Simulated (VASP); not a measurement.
## Driving VASP from ASE on LaAl

Do ASE scripts that read LaAl from different structure formats give one answer, and do several routes find one equilibrium volume? All runs use LDA. Left out of this account: 1 further run (self-consistent run: a reference on another mesh). The start is a computed cell from the Materials Project.

Method: LDA; plane waves and PAW (La, Al), in VASP 6.6.1.

Most raw output is cut from this account.

### 1. Set-up

It takes space group Cmcm (No. 63, orthorhombic). The conventional cell has a = 9.471 Å, b = 7.795 Å, c = 5.742 Å, α = 90.00°, β = 90.00°, γ = 90.00°. La has 8 Al at 3.24 to 3.61 Å and 3 La at 3.36 to 3.45 Å nearest. Al has 2 Al at 2.76 Å and 8 La at 3.24 to 3.34 Å nearest. Nearest to Al lie 4 Al at 2.76 to 2.87 Å and 8 La at 3.43 to 3.61 Å. Farther neighbours are not listed.

### 2. A single point (LDA, through ASE)

A single point through ASE, with the structure read from a POSCAR.

The input, run.py:

```python
import numpy as np
from ase.calculators.vasp import Vasp
from ase.io import read
from ase.dft.bandgap import bandgap

atoms = read('structure.vasp')

calc = Vasp(
    xc='lda',
    pp='LDA',
    prec='Accurate',
    encut=400,
    ediff=1e-06,
    nelm=100,
    ismear=-1,
    sigma=0.05,
    lreal=False,
    algo='Normal',
    nbands=36,
    lasph=True,
    lorbit=11,
    lwave=False,
    lcharg=False,
    kpar=8,
    isif=2,
    pp_version='64',
    setups={'La': '', 'Al': ''},
    kpts=(5, 5, 5),
    gamma=True,
    txt='vasp.out',
)
atoms.calc = calc

print("energy (eV):", round(atoms.get_potential_energy(), 6))
print("Fermi level (eV):", round(calc.get_fermi_level(), 4))
print("forces (eV/A):")
print(np.round(atoms.get_forces(), 4))
print("stress (GPa, Voigt, tension positive):", np.round(atoms.get_stress() * 160.21766, 3))
gap, p1, p2 = bandgap(calc, direct=False)
print("gap on the mesh (eV):", round(gap, 4))
```

The input, structure.vasp:

```
LaAl
1.0
    4.7357204697     -3.8973088609      0.0000000000
    4.7357204697      3.8973088609      0.0000000000
    0.0000000000      0.0000000000      5.7422780900
La Al
4 4
Direct
    0.4868990900      0.1583260200      0.7500000000
    0.5131009100      0.8416739800      0.2500000000
    0.8416739800      0.5131009100      0.7500000000
    0.1583260200      0.4868990900      0.2500000000
    0.3016847500      0.6983152500      0.7500000000
    0.6983152500      0.3016847500      0.2500000000
    0.0000000000      0.0000000000      0.5000000000
    0.0000000000      0.0000000000      0.0000000000
```

The projector-augmented-wave data sets are La and Al (LDA family, release 64).

Launch:

```sh
> export ASE_VASP_COMMAND="mpirun -np 8 vasp_std"
> python run.py
```

The job ended after 28 s (8 MPI ranks of Intel Xeon Platinum 8488C (Sapphire Rapids), shared host; peak memory 2.4 GiB; 3.4 min of CPU time).

The k-mesh is coarse for a metal. At this level the cell is under a tension of 3.6 GPa, so at these settings it is away from equilibrium.

This step gave:

* SCF cycles: 14
* electrons: 56
* bands: 36
* irreducible k-points: 27
* symmetry operations: 8
* free energy (TOTEN): -42.17 eV
* energy at zero smearing: -42.15 eV
* Fermi energy: 7.591 eV
* pressure: -3.609 GPa
* metallic: yes

Force by atom:

```csv
atom,x (eV/Å),y (eV/Å),z (eV/Å),size
La1,0.0124,-0.0124,0.0000,0.0175
La2,-0.0124,0.0124,0.0000,0.0175
La3,-0.0124,-0.0124,0.0000,0.0175
La4,0.0124,0.0124,0.0000,0.0175
Al5,0.0000,-0.0999,0.0000,0.0999
Al6,0.0000,0.0999,0.0000,0.0999
Al7,0.0000,0.0000,0.0000,0.0000
Al8,0.0000,0.0000,0.0000,0.0000
```

The pressure is -3.61 GPa and the largest force 0.100 eV/Å, so the cell is not at a minimum at these settings.

### 3. A single point (LDA, through ASE), try 2

System of this step: LaAl. Symmetry: Cmcm, No. 63, orthorhombic system. The conventional cell has a = 9.471 Å, b = 7.795 Å, c = 5.742 Å, α = 90.00°, β = 90.00°, γ = 90.00°. Nearest to La lie 8 Al at 3.24 to 3.61 Å and 3 La at 3.36 to 3.45 Å. Nearest to Al lie 2 Al at 2.76 Å and 8 La at 3.24 to 3.34 Å. Al has 4 Al at 2.76 to 2.87 Å and 8 La at 3.43 to 3.61 Å nearest. Farther neighbours are not listed.

The single point through ASE, with the structure read from a CIF with its space group. The file expands to the conventional cell of 16 atoms, on a 3×3×4 mesh.

Edit run.py of step 2 so:

```diff
@@ -5,3 +5,3 @@
 
-atoms = read('structure.vasp')
+atoms = read('LaAl.cif')
 
@@ -18,3 +18,3 @@
     algo='Normal',
-    nbands=36,
+    nbands=72,
     lasph=True,
@@ -23,3 +23,4 @@
     lcharg=False,
-    kpar=8,
+    kpar=4,
+    ncore=2,
     isif=2,
@@ -27,3 +28,3 @@
     setups={'La': '', 'Al': ''},
-    kpts=(5, 5, 5),
+    kpts=(3, 3, 4),
     gamma=True,
```

The input, LaAl.cif:

```cif
data_LaAl
_cell_length_a 9.47144094
_cell_length_b 7.79461772
_cell_length_c 5.74227809
_cell_angle_alpha 90.00000000
_cell_angle_beta 90.00000000
_cell_angle_gamma 90.00000000
_space_group_name_H-M_alt 'Cmcm'
_space_group_name_Hall '-C 2c 2'
_space_group_IT_number 63
loop_
_space_group_symop_operation_xyz
'x,y,z'
'-x,-y,-z'
'-x,-y,z+1/2'
'x,y,-z+1/2'
'x,-y,-z'
'-x,y,z'
'-x,y,-z+1/2'
'x,-y,z+1/2'
'x+1/2,y+1/2,z'
'-x+1/2,-y+1/2,-z'
'-x+1/2,-y+1/2,z+1/2'
'x+1/2,y+1/2,-z+1/2'
'x+1/2,-y+1/2,-z'
'-x+1/2,y+1/2,z'
'-x+1/2,y+1/2,-z+1/2'
'x+1/2,-y+1/2,z+1/2'
loop_
_atom_site_label
_atom_site_type_symbol
_atom_site_symmetry_multiplicity
_atom_site_Wyckoff_symbol
_atom_site_fract_x
_atom_site_fract_y
_atom_site_fract_z
_atom_site_occupancy
La1 La 8 g 0.3226125550 0.8357134650 0.7500000000 1
Al1 Al 4 c 0.5000000000 0.1983152500 0.7500000000 1
Al2 Al 4 a 0.0000000000 0.0000000000 0.5000000000 1
```

Elapsed: 72 s, on 8 MPI ranks; peak memory 2.2 GiB.

This step gave:

* SCF cycles: 19
* electrons: 112
* bands: 72
* irreducible k-points: 12
* free energy (TOTEN): -84.4154 eV
* energy at zero smearing: -84.3858 eV
* Fermi energy: 7.596 eV
* pressure: -3.618 GPa

Force by atom:

```csv
atom,x (eV/Å),y (eV/Å),z (eV/Å),size
La1,0.028,0.015,0.000,0.032
La2,-0.028,-0.015,0.000,0.032
La3,0.028,-0.015,0.000,0.032
La4,-0.028,0.015,0.000,0.032
La5,0.028,0.015,0.000,0.032
La6,-0.028,-0.015,0.000,0.032
La7,0.028,-0.015,0.000,0.032
La8,-0.028,0.015,0.000,0.032
Al9,0.000,-0.106,0.000,0.106
Al10,0.000,0.106,0.000,0.106
Al11,0.000,-0.106,0.000,0.106
Al12,0.000,0.106,0.000,0.106
Al13,0.000,0.000,0.000,0.000
Al14,0.000,0.000,0.000,0.000
Al15,0.000,0.000,0.000,0.000
Al16,0.000,0.000,0.000,0.000
```

The energy lies -5.17 meV an atom from the first script, since this cell and mesh sample the zone at other points.

### 4. Relaxing cell and atoms (LDA, through ASE)

System of this step: LaAl. It takes space group Cmcm (No. 63, orthorhombic). The conventional cell has a = 9.471 Å, b = 7.795 Å, c = 5.742 Å, α = 90.00°, β = 90.00°, γ = 90.00°. Nearest to La lie 8 Al at 3.24 to 3.61 Å and 3 La at 3.36 to 3.45 Å. Nearest to Al lie 2 Al at 2.76 Å and 8 La at 3.24 to 3.34 Å. Nearest to Al lie 4 Al at 2.76 to 2.87 Å and 8 La at 3.43 to 3.61 Å. Farther neighbours are not listed.

Properties are meant for the cell that this level of theory prefers, so cell and atoms are relaxed first (ISIF = 3) until forces and stress are small; EDIFFG sets the threshold.

The input, run.py:

```python
import numpy as np
from ase.calculators.vasp import Vasp
from ase.io import read

atoms = read('LaAl.cif')

calc = Vasp(
    xc='lda',
    pp='LDA',
    prec='Accurate',
    encut=400,
    ediff=1e-06,
    nelm=100,
    ismear=-1,
    sigma=0.05,
    lreal=False,
    algo='Normal',
    nbands=36,
    lasph=True,
    lorbit=11,
    lwave=False,
    lcharg=False,
    kpar=8,
    ibrion=2,
    nsw=60,
    isif=3,
    ediffg=-0.01,
    pp_version='64',
    setups={'La': '', 'Al': ''},
    kpts=(5, 5, 5),
    gamma=True,
    txt='vasp.out',
)
atoms.calc = calc

print("energy (eV):", round(atoms.get_potential_energy(), 6))
print("Fermi level (eV):", round(calc.get_fermi_level(), 4))
print("forces (eV/A):")
print(np.round(atoms.get_forces(), 4))
print("stress (GPa, Voigt, tension positive):", np.round(atoms.get_stress() * 160.21766, 3))
print("cell (A, degrees):", np.round(atoms.cell.cellpar(), 4))
print("volume (A^3):", round(atoms.get_volume(), 4))
print("positions:")
print(np.round(atoms.get_scaled_positions(), 5))
```

The input, LaAl.cif:

```cif
data_LaAl
_cell_length_a 6.13319368
_cell_length_b 6.13319368
_cell_length_c 5.74227809
_cell_angle_alpha 90.00000000
_cell_angle_beta 90.00000000
_cell_angle_gamma 78.90603298
_space_group_name_H-M_alt 'P1'
_space_group_name_Hall 'P 1'
_space_group_IT_number 1
loop_
_space_group_symop_operation_xyz
'x,y,z'
loop_
_atom_site_label
_atom_site_type_symbol
_atom_site_symmetry_multiplicity
_atom_site_Wyckoff_symbol
_atom_site_fract_x
_atom_site_fract_y
_atom_site_fract_z
_atom_site_occupancy
La1 La 1 a 0.4868990900 0.1583260200 0.7500000000 1
La2 La 1 a 0.5131009100 0.8416739800 0.2500000000 1
La3 La 1 a 0.8416739800 0.5131009100 0.7500000000 1
La4 La 1 a 0.1583260200 0.4868990900 0.2500000000 1
Al1 Al 1 a 0.3016847500 0.6983152500 0.7500000000 1
Al2 Al 1 a 0.6983152500 0.3016847500 0.2500000000 1
Al3 Al 1 a 0.0000000000 0.0000000000 0.5000000000 1
Al4 Al 1 a 0.0000000000 0.0000000000 0.0000000000 1
```

It took 3.3 min on 8 MPI ranks; peak memory 2.6 GiB.

The run keeps the 8 symmetry operations of its start, so it cannot find a distortion of lower symmetry.

Relaxation path:

```csv
step,energy less that of the first step (eV),largest force (eV/Å),pressure (GPa),volume (Å³)
1,0.0000,0.0999,-3.61,211.97
2,-0.1481,0.1914,1.33,194.18
3,-0.1645,0.1676,0.01,198.20
4,-0.1672,0.1206,0.01,198.10
5,-0.1697,0.0729,0.02,197.86
6,-0.1714,0.0622,0.00,197.90
7,-0.1731,0.0437,-0.04,197.97
8,-0.1716,0.0698,-0.11,198.10
9,-0.1733,0.0414,-0.06,198.00
10,-0.1747,0.0235,0.01,197.71
11,-0.1756,0.0108,0.09,197.33
12,-0.1757,0.0112,0.11,197.22
13,-0.1757,0.0057,-0.12,197.94
14,-0.1759,0.0081,-0.02,197.60
```

```csv
"conventional cell, symmetrised",before,after,change
a (Å),9.471,9.305,-1.8 %
b (Å),7.795,7.604,-2.4 %
c (Å),5.742,5.585,-2.7 %
volume (Å³/atom),26.50,24.70,-6.8 %
```

The atoms that moved most (Å, as changes of fractional coordinates times the final cell):

```csv
atom,dx,dy,dz,length
Al6,-0.036,0.044,0.000,0.057
Al5,0.036,-0.044,0.000,0.057
La1,0.004,-0.041,0.000,0.041
La2,-0.004,0.041,0.000,0.041
La4,-0.039,0.011,0.000,0.041
La3,0.039,-0.011,0.000,0.041
```

The relaxed structure:

```
La Al
1.0
     6.00830    0.02041    0.00000
     1.17613    5.89210    0.00000
     0.00000    0.00000    5.58539
La Al
4 4
Direct
  0.48886 0.15139 0.75000
  0.51114 0.84861 0.25000
  0.84861 0.51114 0.75000
  0.15139 0.48886 0.25000
  0.30916 0.69084 0.75000
  0.69084 0.30916 0.25000
  0.00000 0.00000 0.50000
  0.00000 0.00000 0.00000
```

This step gave:

```yaml
electrons: 56
bands: 36
irreducible_k_points: 27
free_energy_toten: -42.35 eV
energy_at_zero_smearing: -42.33 eV
fermi_energy: 8.271 eV
pressure: -0.01622 GPa
scf_cycles_over_all_ionic_steps: 101
```

It ends with a largest force of 0.008 eV/Å and a pressure of -0.02 GPa.

### 5. Energy against volume, from ASE (LDA)

An ASE loop scales the volume and fits the energies, which gives the bulk modulus from energies alone.

The input, run.py:

```python
import numpy as np
from ase.calculators.vasp import Vasp
from ase.io import read
from ase.eos import EquationOfState
from ase.units import GPa

atoms = read('LaAl.cif')

calc = Vasp(
    xc='lda',
    pp='LDA',
    prec='Accurate',
    encut=400,
    ediff=1e-06,
    nelm=100,
    ismear=-1,
    sigma=0.05,
    lreal=False,
    algo='Normal',
    nbands=36,
    lasph=True,
    lorbit=11,
    lwave=False,
    lcharg=False,
    kpar=8,
    isif=2,
    pp_version='64',
    setups={'La': '', 'Al': ''},
    kpts=(5, 5, 5),
    gamma=True,
    txt='vasp.out',
)
atoms.calc = calc

cell, volumes, energies = atoms.get_cell(), [], []
for x in [0.94, 0.96, 0.98, 1.0, 1.02, 1.04, 1.06]:
    atoms.set_cell(cell * x ** (1 / 3), scale_atoms=True)
    volumes.append(atoms.get_volume())
    energies.append(atoms.get_potential_energy())
    print(f"{x:.2f}  V = {volumes[-1]:.4f} A^3  E = {energies[-1]:.6f} eV")
v0, e0, b0 = EquationOfState(volumes, energies, eos="birchmurnaghan").fit()
print(f"V0 = {v0:.4f} A^3  E0 = {e0:.6f} eV  B0 = {b0 / GPa:.2f} GPa")
```

LaAl.cif is that of step 4.

Run time: 3 min. Hardware: 8 MPI ranks; peak memory 2.5 GiB.

The minimum lies outside the volumes of the loop, so the fit is an extrapolation and is not used; the loop should be centred on a relaxed cell.

### 6. Relaxation driven by ASE (LDA)

Here ASE drives the relaxation and calls VASP for forces and stress at each step.

The input, run.py:

```python
import numpy as np
from ase.calculators.vasp import Vasp
from ase import Atoms
from ase.optimize import BFGS
from ase.filters import FrechetCellFilter

atoms = Atoms(['La', 'La', 'La', 'La', 'Al', 'Al', 'Al', 'Al'],
              cell=[[4.73572047, -3.89730886, 0.0], [4.73572047, 3.89730886, 0.0], [0.0, 0.0, 5.74227809]],
              scaled_positions=[[0.48689909, 0.15832602, 0.75], [0.51310091, 0.84167398, 0.25], [0.84167398, 0.51310091, 0.75], [0.15832602, 0.48689909, 0.25], [0.30168475, 0.69831525, 0.75], [0.69831525, 0.30168475, 0.25], [0.0, 0.0, 0.5], [0.0, 0.0, 0.0]],
              pbc=True)

calc = Vasp(
    xc='lda',
    pp='LDA',
    prec='Accurate',
    encut=400,
    ediff=1e-06,
    nelm=100,
    ismear=-1,
    sigma=0.05,
    lreal=False,
    algo='Normal',
    nbands=36,
    lasph=True,
    lorbit=11,
    lwave=False,
    lcharg=False,
    kpar=8,
    isif=2,
    pp_version='64',
    setups={'La': '', 'Al': ''},
    kpts=(5, 5, 5),
    gamma=True,
    txt='vasp.out',
)
atoms.calc = calc

BFGS(FrechetCellFilter(atoms)).run(fmax=0.02, steps=30)
print("cell (A, degrees):", np.round(atoms.cell.cellpar(), 4))
print("volume (A^3):", round(atoms.get_volume(), 4))
print("energy (eV):", round(atoms.get_potential_energy(), 6))
print("Fermi level (eV):", round(calc.get_fermi_level(), 4))
print("forces (eV/A):")
print(np.round(atoms.get_forces(), 4))
print("stress (GPa, Voigt, tension positive):", np.round(atoms.get_stress() * 160.21766, 3))
```

Run time: 7.7 min. Hardware: 8 MPI ranks; peak memory 2.2 GiB.

This step gave:

- optimizer steps: 16
- volume after bfgs: 24.71 Å³/atom

### 7. Side by side

```
                                                run  atoms   mesh  energy (eV/atom)  pressure (GPa)
                  ASE, structure read from a POSCAR      8  5×5×5          -5.26894          -3.609
ASE, structure read from a CIF with its space group     16  3×3×4          -5.27411          -3.618
```

### 8. A single point (LDA, through ASE), changed input

This run is made with a changed input; what comes of it follows.

Edit run.py of step 6 so:

```diff
@@ -3,4 +3,3 @@
 from ase import Atoms
-from ase.optimize import BFGS
-from ase.filters import FrechetCellFilter
+from ase.dft.bandgap import bandgap
 
@@ -15,5 +14,5 @@
     prec='Accurate',
-    encut=400,
+    encut=120,
     ediff=1e-06,
-    nelm=100,
+    nelm=87,
     ismear=-1,
@@ -37,5 +36,2 @@
 
-BFGS(FrechetCellFilter(atoms)).run(fmax=0.02, steps=30)
-print("cell (A, degrees):", np.round(atoms.cell.cellpar(), 4))
-print("volume (A^3):", round(atoms.get_volume(), 4))
 print("energy (eV):", round(atoms.get_potential_energy(), 6))
@@ -45 +41,3 @@
 print("stress (GPa, Voigt, tension positive):", np.round(atoms.get_stress() * 160.21766, 3))
+gap, p1, p2 = bandgap(calc, direct=False)
+print("gap on the mesh (eV):", round(gap, 4))
```

Run time: 7.2 s. Hardware: 8 MPI ranks; peak memory 1.1 GiB.

The run converged, but on settings that are not sound, so its numbers are not to be trusted.

The fault in the input: cutoff far too low (ENCUT = 120). Raise ENCUT to at least the largest default of the data sets.

### 9. Summary of results

| Quantity | Value |
| --- | --- |
| energy, ASE, structure read from a POSCAR | -5.26894 eV/atom |
| energy, ASE, structure read from a CIF with its space group | -5.27411 eV/atom |
| volume from VASP's own relaxation | 24.70 Å³/atom |
| volume from BFGS in ASE | 24.71 Å³/atom |

What this shows: With the structure read from a CIF with its space group, ASE's run differs from the first script by -5.2 meV an atom, on the larger cell and its own mesh. The volume loop around the listed cell missed the minimum and gave no usable fit. The routes to the equilibrium volume agree within 0.06 %. VASP's relaxation keeps the plane waves of its start, while ASE starts VASP afresh at each cell, and a loop at fixed shape can't relax anything but the volume. The k-sampling is coarse for a metal, so the Fermi level, pressures and the shape of the cell carry errors.

[Lines on the potential files, build, host, timing and source positions are cut from VASP's logs without a mark.]

[Logs are printed without paths, hosts, clocks, repeated set-up lines and the standing remarks that a program may print on its own settings, such as how far it seeks lower states.]

[Hosts, paths, dates, database ids (printed as entryN), source tags and the programs' standing remarks are cut or masked in the printed files.]

[A measured line is paired with the nearest computed mode of its activity, which favours agreement.]
